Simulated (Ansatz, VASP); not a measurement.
**BaTiO3: VASP beside Ansatz**

Aim: how closely do two programs agree when they are given the same cell, functional and k mesh?

Method: plane waves, with VASP 6.6.1 beside it; band structure at HSE06 and band structure at HSEsol, in Ansatz 0.2.0.

## 1. Starting point

The structure is cubic, space group Pm-3m (No. 221). Conventional cell: a = 4.006 Å, b = 4.006 Å, c = 4.006 Å, α = 90.00°, β = 90.00°, γ = 90.00°. Nearest to Ba lie 12 O at 2.83 Å. Nearest to Ti lie 6 O at 2.00 Å. Nearest to O lie 2 Ti at 2.00 Å and 4 Ba at 2.83 Å. Farther neighbours and most contacts between anions are not listed.

## 2. Ansatz: band structure, HSE06

Ansatz runs on its default PAW (the set named soft_2) files.

The same path points are solved in both programs, so levels can be compared one by one.

File input.yaml:

```yaml
crystal:
  lattice:
    - [4.006, 0.0, 0.0]
    - [0.0, 4.006, 0.0]
    - [0.0, 0.0, 4.006]
  atoms:
    - { symbol: Ba, position: [0.5, 0.5, 0.5] }
    - { symbol: Ti, position: [0.0, 0.0, 0.0] }
    - { symbol: O, position: [0.5, 0.0, 0.0] }
    - { symbol: O, position: [0.0, 0.5, 0.0] }
    - { symbol: O, position: [0.0, 0.0, 0.5] }
hamiltonian:
  xc: { exchange: pbe, correlation: pbe, exx: { coeff: 0.25, omega: 0.2 } }
  pseudopotentials: { kind: paw }
kpoints:
  mp_grid: { grid: [4, 4, 4] }
  band_path:
    path:
      - [0.0, 0.0, 0.0]
      - [0.0, 0.3, 0.0]
      - [0.0, 0.5, 0.0]
      - [0.3, 0.5, 0.0]
      - [0.5, 0.5, 0.0]
      - [0.2, 0.2, 0.0]
      - [0.1, 0.1, 0.1]
      - [0.4, 0.4, 0.4]
      - [0.5, 0.5, 0.5]
      - [0.4, 0.5, 0.4]
      - [0.1, 0.5, 0.1]
      - [0.5, 0.5, 0.1]
      - [0.5, 0.5, 0.5]
    npoints: 1
scf:
  occupations: { method: gaussian, width: 0.02 }
  n_extra_bands: 8
output:
  forces: true
  stress: true
  eigenvalues: true
  write_density: true
  write_potential: true
  elf: true
  volumetric_format: npy
```

Command:

```
$ ansatz run input.yaml --threads 4 --pin off --max-ram 9216MiB --backend cpu --events-out ev --progress --plain --runs-dir out
```

Numbers of over 12 decimals in the logs are rounded to 6 here.

Log:

```text
Warning: output.stress: scf.convergence.dr2_threshold = 1e-7 eV (the SCF's general default) is looser than the 5e-10 eV advised for a printed stress (1e-10 eV for each atom of the cell: 5). What an SCF threshold leaves in a stress goes as its square root, and in the free energy as the threshold itself, and one threshold admits the most on a small cell: [figures from the program's tests cut] Set scf.convergence.dr2_threshold to 5e-10 eV or tighter. The threshold is an SCF's pass mark: one that does not reach it within its budget of iterations ends unconverged, or closes short of it on a stop that the run arms, and scf.convergence.dr2_threshold's page says what that costs each kind of run
Warning: output.stress: scf.exx.energy_threshold = 1e-6 eV is looser than the 5e-8 eV advised for a stress under a hybrid functional (1e-8 eV for each atom of the cell: 5). Every SCF of the exchange loop can meet its threshold on dr2 while the loop round them stops early: no threshold on dr2 bounds what that leaves in the stress. Set scf.exx.energy_threshold to 5e-8 eV or tighter. The threshold is the loop's pass mark: a loop that does not reach it within its budget of cycles ends unconverged, and scf.exx.energy_threshold's page has the law
scf.n_extra_bands = 8 over 20 filled bands (N_el = 40.0): the run solves 28 bands
Engine: ansatz 0.2.0, aarch64-unknown-linux-gnu
Pseudopotentials: kind: paw
Pseudopotential: Ba, paw, valence charge 10, recommended cutoff 420 eV (normal), Ba.paw.azcp
Pseudopotential: Ti, paw, valence charge 12, recommended cutoff 420 eV (normal), Ti.paw.azcp
Pseudopotential: O, paw, valence charge 6, recommended cutoff 420 eV (normal), O.paw.azcp
Functional definition: unnamed
  parameter a_1 = 0.25
  parameter omega_1 = 0.2/angstrom
  exchange = pbe_x + (-a_1)*pbe_x_sr(omega_1) + a_1*exact_x_sr(omega_1)
  correlation = pbe_c
Crystal: 5 atoms, lattice volume = 64.288 Å³
Basis set: ecut = 420 eV, 1237 PW (Γ), exchange–correlation on 54×54×54 points (8 copies of the dense FFT grid, shifted against one another)
Bands: 28, of which v1, the nominal top of the filled ones, is band 20 counted from 1 (19 counted from 0)
Symmetry: 48 space group operations
Space group: Pm-3m (ITA 221), of the structure as read, at distance tolerance 4.0e-5 Å
k-points: 10 of 64
Non-local potential: Ba, projectors of the file, l = 0: 3, l = 1: 2, l = 2: 2, l = 3: 2
Non-local potential: Ti, projectors of the file, l = 0: 3, l = 1: 2, l = 2: 3, l = 3: 1
Non-local potential: O, projectors of the file, l = 0: 2, l = 1: 2, l = 2: 1
PAW form: soft (Blöchl's): semilocal exchange-correlation on the pseudo side does not see the compensation charge
PAW frozen core: Ba, regenerated for the run's functional, and the local potential with it (the file was generated under x = pbe(κ = 0.804, μ = 0.219515), c = pbe(β = 0.066725))
PAW frozen core: Ti, regenerated for the run's functional, and the local potential with it (the file was generated under x = pbe(κ = 0.804, μ = 0.219515), c = pbe(β = 0.066725))
PAW frozen core: O, regenerated for the run's functional, and the local potential with it (the file was generated under x = pbe(κ = 0.804, μ = 0.219515), c = pbe(β = 0.066725))
PAW one-centre angular grid: Ba, 194 points (default); XC on 64 Gauss nodes
PAW one-centre angular grid: Ti, 590 points (default); XC on 64 Gauss nodes
PAW one-centre angular grid: O, 110 points (default); XC on 96 Gauss nodes
Initial density: superposition of atomic densities (neutral atoms: chi_scale 0, normalization atom), corrected by the library's trained network
Initial wavefunctions: pseudopotential atomic-orbital guess
Functional: x = pbe(κ = 0.804, μ = 0.219515), c = pbe(β = 0.066725), warm-up for x = pbe(κ = 0.804, μ = 0.219515) + 0.25 (exact − pbe) at short range (hse, ω = 0.2 Å⁻¹), c = pbe(β = 0.066725)
SCF iter   1: F=—  HF=-10159.548890 eV  |F-HF|=—  |Δ(HF+E_count)|=         —  Δρ=1.32e-3  dr2=5.27e-4  ethr=1.77e-3  ⟨swp⟩=10.7  Hψ=1391  notcnv=0
preconditioner: auto → none  [insulator: Δε(μ)=1.795 eV  Ē_g=13.193 eV  σ=0.020 eV  W_gap=1.00  n_scr=18 (ndim 8)  ℏωp=26.2 eV  f_vac=0.000  D(μ)=0.00/eV (n_scr^D=0)]
iter 2 solved again at ethr=1.15e-7 eV; its pass at ethr=1.32e-6 eV (dr2=4.62e-5 eV) is discarded
SCF iter   2: F=-10159.549886 eV  HF=-10159.549750 eV  |F-HF|=1.36e-4  |Δ(HF+E_count)|=   8.60e-4  Δρ=5.27e-4  dr2=4.61e-5  ethr=1.15e-7  ⟨swp⟩=2.5  Hψ=1549  notcnv=0  defer=8
SCF 1 stopped early in 2 iterations: F = -10159.549886 eV  dr2 = 4.61e-5
  greatest PAW one-centre occupation: 0.999 electrons in one spin orbital (limit 2), on the Ti atom at site 1 (counted from 0), in its partial waves of l = 0
Initial density: handed on by an earlier stage of this run
Initial wavefunctions: those handed on with the density
Functional: x = pbe(κ = 0.804, μ = 0.219515) + 0.25 (exact − pbe) at short range (hse, ω = 0.2 Å⁻¹), c = pbe(β = 0.066725)
Exchange kernel: α = 0.2500, screened, ω = 0.2000 Å⁻¹, Wigner–Seitz truncation, v(0) = 1113.7960 eV·Å³, q-mesh 4×4×4, nearest image of the exchange supercell L = 16.02 Å, pair-density grid 20×20×20, without the augmentation charges, whose exchange is taken in its separable form by FFT convolution over the k-point mesh (sized by the pseudopotential files, 27×27×27 at the most), smooth part of the exact exchange by density-matrix convolution
Frozen-core exchange: fock
SCF iter   1: F=—  HF=-10163.626019 eV  |F-HF|=—  |Δ(HF+E_count)|=         —  Δρ=2.99e-2  dr2=8.80e-1  ethr=1.15e-6  ⟨swp⟩=9.4  Hψ=1556  notcnv=0
preconditioner: auto → none  [insulator: Δε(μ)=4.090 eV  Ē_g=15.864 eV  σ=0.020 eV  W_gap=1.00  n_scr=18 (ndim 8)  ℏωp=26.2 eV  f_vac=0.000  D(μ)=0.00/eV (n_scr^D=0)]
SCF iter   2: F=—  HF=-10163.587928 eV  |F-HF|=—  |Δ(HF+E_count)|=   3.81e-2  Δρ=3.63e-2  dr2=9.41e-1  ethr=1.15e-6  ⟨swp⟩=8.0  Hψ=1407  notcnv=0
SCF iter   3: F=—  HF=-10163.409343 eV  |F-HF|=—  |Δ(HF+E_count)|=   1.79e-1  Δρ=4.49e-3  dr2=1.74e-2  ethr=1.15e-6  ⟨swp⟩=6.7  Hψ=1272  notcnv=0  defer=1
SCF iter   4: F=—  HF=-10163.432438 eV  |F-HF|=—  |Δ(HF+E_count)|=   2.31e-2  Δρ=2.26e-3  dr2=4.38e-3  ethr=1.15e-6  ⟨swp⟩=4.9  Hψ=1008  notcnv=0
SCF iter   5: F=—  HF=-10163.431556 eV  |F-HF|=—  |Δ(HF+E_count)|=   8.81e-4  Δρ=8.30e-4  dr2=2.16e-4  ethr=1.15e-6  ⟨swp⟩=3.0  Hψ=730  notcnv=0
SCF iter   6: F=—  HF=-10163.431948 eV  |F-HF|=—  |Δ(HF+E_count)|=   3.91e-4  Δρ=4.71e-4  dr2=9.45e-5  ethr=4.13e-7  ⟨swp⟩=3.3  Hψ=597  notcnv=0  defer=1
SCF iter   7: F=-10163.431902 eV  HF=-10163.431925 eV  |F-HF|=2.35e-5  |Δ(HF+E_count)|=   2.26e-5  Δρ=7.18e-5  dr2=4.71e-6  ethr=2.27e-7  ⟨swp⟩=2.5  Hψ=512  notcnv=0
SCF 2 stopped early in 7 iterations: F = -10163.431902 eV  dr2 = 4.71e-6
hybrid outer 1: dexx = +2.926e-2 eV, tail = 9.83e-5 eV
Exchange kernel: α = 0.2500, screened, ω = 0.2000 Å⁻¹, Wigner–Seitz truncation, v(0) = 1113.7960 eV·Å³, q-mesh 4×4×4, nearest image of the exchange supercell L = 16.02 Å, pair-density grid 20×20×20, without the augmentation charges, whose exchange is taken in its separable form by FFT convolution over the k-point mesh (sized by the pseudopotential files, 27×27×27 at the most), smooth part of the exact exchange by density-matrix convolution
Frozen-core exchange: fock
SCF iter   1: F=—  HF=-10163.430907 eV  |F-HF|=—  |Δ(HF+E_count)|=         —  Δρ=5.57e-5  dr2=1.08e-6  ethr=1.23e-6  ⟨swp⟩=3.9  Hψ=642  notcnv=0
preconditioner: auto → none  [insulator: Δε(μ)=3.206 eV  Ē_g=15.345 eV  σ=0.020 eV  W_gap=1.00  n_scr=18 (ndim 8)  ℏωp=26.2 eV  f_vac=0.000  D(μ)=0.00/eV (n_scr^D=0)]
SCF iter   2: F=—  HF=-10163.430911 eV  |F-HF|=—  |Δ(HF+E_count)|=   4.09e-6  Δρ=3.33e-5  dr2=2.72e-7  ethr=1.75e-9  ⟨swp⟩=5.3  Hψ=972  notcnv=0
SCF iter   3: F=—  HF=-10163.430911 eV  |F-HF|=—  |Δ(HF+E_count)|=   5.37e-8  Δρ=1.36e-5  dr2=5.50e-8  ethr=5.22e-10  ⟨swp⟩=2.1  Hψ=493  notcnv=0
SCF iter   4: F=—  HF=-10163.430911 eV  |F-HF|=—  |Δ(HF+E_count)|=   1.40e-7  Δρ=6.26e-6  dr2=3.53e-8  ethr=1.05e-10  ⟨swp⟩=4.2  Hψ=680  notcnv=0  defer=2
SCF iter   5: F=-10163.430911 eV  HF=-10163.430911 eV  |F-HF|=5.60e-10  |Δ(HF+E_count)|=   8.50e-9  Δρ=7.90e-7  dr2=1.38e-9  ethr=8.51e-11  ⟨swp⟩=2.2  Hψ=495  notcnv=0  defer=1
SCF 3 converged in 5 iterations: F = -10163.430911 eV  dr2 = 1.38e-9
  Residual-converged pass: ⟨swp⟩=3.5  Hψ=675  notcnv=0  max |occ|·‖R‖ = 2.2e-6 eV (tolerance 2.4e-6 eV)  dr2=1.51e-9  dr2_onsite=5.58e-11  max |Δocc| = 0.0e0
hybrid outer 2: dexx = +1.924e-6 eV, tail = 4.20e-8 eV, Δε = 2.54e-3 eV (about 5.87e-5 eV left of the loop's levels)
NSCF: frozen V_eff on 13 k-points
hybrid SCF converged: 2 outer / 12 inner (+2 warm-up), last move |dexx| = 1.92e-6 eV, tail = 4.20e-8 eV
Stability not checked: this state was not tested for a lower state beside it, because the functional holds exact exchange (a hybrid, or Hartree-Fock), whose exchange loop this test does not read (fock_operator; see scf.lower_state_search)
Free energy (F): -10163.430910 eV
Frozen-core exchange: fock
Harris-Foulkes:  -10163.430910 eV  (|F-HF|=5.60e-10)
Internal energy: -10163.430910 eV  (E = F + TS)
E sigma→0 (E₀):  -10163.430910 eV
Fermi energy:    10.836762 eV
--- Per-component energies (eV) ---
  E_band       = -225.738449
  E_kinetic    = 971.355808
  E_local      = -2083.780505  (includes V_loc(G=0)·N_el)
  E_nonlocal   = 196.103746
  E_hartree    = 810.586267
  E_xc         = -394.692068
  E_vxc        = -435.792616  (∫ρ·V_xc dr)
  E_exx        = -117.530204  (= α·E_x^exact, valence–valence)
  E_paw        = -6726.674827  (= ΣΔE_a)
  E_vpaw       = -259.744745  (= ΣTr[D̂ρ^β])
  E_aug_tail   = 0.007276  (compensation charges beyond the density's cutoff)
  E_ewald      = -2818.406203
  E_core_change = -0.400199  (= ΣΔE_core)
  E_smearing   = -0.000000  (= −TS)
  E_closure    = -0.000003  (closes the sum)
  Σ components = -10163.430910   (vs F -10163.430910, Δ=0.00e0)
--- Forces (eV/Å), atoms counted from 1 ---
  atom   1  Ba     0.00000000    -0.00000000    -0.00000000
  atom   2  Ti    -0.00000000     0.00000000     0.00000000
  atom   3  O     -0.00000000    -0.00000000     0.00000000
  atom   4  O      0.00000000     0.00000000    -0.00000000
  atom   5  O      0.00000000    -0.00000000     0.00000000
  max |Σ_I F_I| component: 5.78e-30 eV/Å
--- Stress (GPa, compression-positive) ---
       -3.856424       0.000000       0.000000
        0.000000      -3.856424       0.000000
        0.000000      -0.000000      -3.856424
  P = ⅓ Tr σ = -3.8564 GPa (-38.564 kbar)
--- Band table (eV; the first three rows and the last of 10) ---
  k-point 0: bands = [... 16 lower, 8.0472, 9.1429, 9.1429, 9.1429, 12.4393, 12.4393, 12.4393, 14.5412, ... 4 higher]
  k-point 1: bands = [... 16 lower, 7.6439, 7.9667, 8.7883, 8.7883, 12.5105, 13.4527, 13.4527, 14.5453, ... 4 higher]
  k-point 2: bands = [... 16 lower, 7.3276, 7.3276, 8.5088, 8.5088, 12.5848, 14.3381, 14.3381, 14.5489, ... 4 higher]
  k-point 9: bands = [... 16 lower, 6.7577, 9.2343, 9.2343, 9.2343, 15.1394, 15.1394, 15.1394, 17.6689, ... 4 higher]
```

Elapsed: 49 s, on 4 threads of Arm Neoverse V2, shared host; peak memory 1.2 GiB; 3 min of CPU time.

[end of part 1 of 2]

[Lines on the potential files, build, host, timing and source positions are cut from VASP's logs without a mark.]

[Logs are printed without paths, hosts, clocks, repeated set-up lines and the standing remarks that a program may print on its own settings, such as how far it seeks lower states.]

[Hosts, paths, dates, database ids (printed as entryN), source tags and the programs' standing remarks are cut or masked in the printed files.]
